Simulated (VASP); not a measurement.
Given:

```xyz
2
Lattice="2.4553 0.0000 0.0000 -1.2277 2.1264 0.0000 0.0000 0.0000 3.9604" Properties=species:S:1:pos:R:3 pbc="T T T"
Co     1.2277     0.7088     2.9703
Co     0.0000     1.4176     0.9901
```
Starting moments (μB, in the order of the record's atoms Co Co): 1.8 1.8.

All values below come from PBEsol GGA, VASP's PBE PAW potentials (set 64) (plane waves; VASP 6.6.1). Numerical set-up: PREC = Normal, EDIFF = 1E-5, 400 eV cut-off, 19×19×10 Γ-centred mesh, first-order Methfessel-Paxton smearing of 0.10 eV, potentials Co.

### Question
Give the stress tensor in GPa (positive for a compressed cell).

### Answer

```
-2.07   0.00   0.00
 0.00  -2.07   0.00
 0.00   0.00  -1.48
```
The pressure is its mean diagonal, -1.87 GPa.

The compound is Co in the hcp structure. It was relaxed first, which changed the volume by -7 %.
